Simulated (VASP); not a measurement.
Computed with PBEsol GGA, VASP's PBE PAW potentials (set 64) (plane waves; VASP).

A VASP calculation is set up with these files.

**INCAR**
```
SYSTEM = TaSb
PREC = Accurate
ENCUT = 400
EDIFF = 1E-6
NELM = 100
ALGO = Normal
LREAL = .FALSE.
LASPH = .TRUE.
ISMEAR = 1
SIGMA = 0.1
GGA = PS
LMAXMIX = 6
LWAVE = .FALSE.
LCHARG = .FALSE.
IBRION = 2
ISIF = 3
NSW = 60
EDIFFG = -0.01
```

**KPOINTS**
```
kpoints
0
gamma
10 10 10
```

### POSCAR
```
TaSb
1
    0.0000000000     2.7922984663     2.7922984663
    2.7922984663    -0.0000000000     2.7922984663
    2.7922984663     2.7922984663     0.0000000000
Ta Sb
1 1
Direct
  0.0000000000   0.0000000000   0.0000000000
  0.5000000000   0.5000000000   0.5000000000
```

POTCAR, in this order: Ta_pv Sb (PBE.64 set). Program: vasp_std.

The run wrote:

OSZICAR:
```
       N       E                     dE             d eps       ncg     rms          rms(c)
DAV:   1     0.700618098585E+02    0.70062E+02   -0.70418E+03  1168   0.985E+02
DAV:   2    -0.140059335277E+02   -0.84068E+02   -0.80673E+02  1352   0.242E+02
DAV:   3    -0.166422260562E+02   -0.26363E+01   -0.25085E+01  1364   0.405E+01
DAV:   4    -0.166859529280E+02   -0.43727E-01   -0.43536E-01  1288   0.531E+00
DAV:   5    -0.166868066998E+02   -0.85377E-03   -0.85356E-03  1392   0.737E-01    0.117E+01
DAV:   6    -0.159512153282E+02    0.73559E+00   -0.22285E+00  1240   0.115E+01    0.475E+00
DAV:   7    -0.159299170740E+02    0.21298E-01   -0.92453E-02  1376   0.250E+00    0.239E+00
DAV:   8    -0.159229865492E+02    0.69305E-02   -0.10866E-02  1212   0.629E-01    0.219E-01
DAV:   9    -0.159228566111E+02    0.12994E-03   -0.50447E-04  1248   0.141E-01    0.590E-02
DAV:  10    -0.159228503478E+02    0.62633E-05   -0.41475E-05  1312   0.602E-02    0.148E-02
DAV:  11    -0.159228492073E+02    0.11405E-05   -0.72801E-07   748   0.887E-03    0.488E-03
DAV:  12    -0.159228483888E+02    0.81852E-06   -0.21793E-07   608   0.490E-03
   1 F= -.15922848E+02 E0= -.15922344E+02  d E =-.159228E+02
```

OUTCAR:
```
------------------------ aborting loop because EDIFF is reached ----------------------------------------
  FORCE on cell =-STRESS in cart. coord.  units (eV):
  Direction    XX          YY          ZZ          XY          YZ          ZX
  --------------------------------------------------------------------------------------
  Total        0.0028988      0.0028988      0.0028988      0.0000000      0.0000000     -0.0000000
  in kB        0.1066625      0.1066625      0.1066625      0.0000000      0.0000000     -0.0000000
  external PRESSURE =       0.1066625 kB  Pullay stress =       0.0000000 kB
  volume of cell :       43.54
      direct lattice vectors                 reciprocal lattice vectors
     0.000000000  2.792298466  2.792298466    -0.179063953  0.179063953  0.179063953
     2.792298466  0.000000000  2.792298466     0.179063953 -0.179063953  0.179063953
     2.792298466  2.792298466  0.000000000     0.179063953  0.179063953 -0.179063953
 POSITION                                       TOTAL-FORCE (eV/Angst)
 -----------------------------------------------------------------------------------
      0.00000      0.00000      0.00000         0.000000      0.000000     -0.000000
      2.79230      2.79230      2.79230        -0.000000      0.000000      0.000000
 -----------------------------------------------------------------------------------
    total drift:                               -0.000000      0.000000      0.000000
  FREE ENERGIE OF THE ION-ELECTRON SYSTEM (eV)
  ---------------------------------------------------
  free  energy   TOTEN  =       -15.9228483888 eV

  energy  without entropy=      -15.9213342734  energy(sigma->0) =      -15.92234368

 reached required accuracy - stopping structural energy minimisation
```
(Selected blocks of OUTCAR.)

The structure was generated: TaSb was put into the rock salt type (Fm-3m), which need not be its known phase. It was relaxed first, which changed the volume by -41 %. The start is the result of an earlier pass.
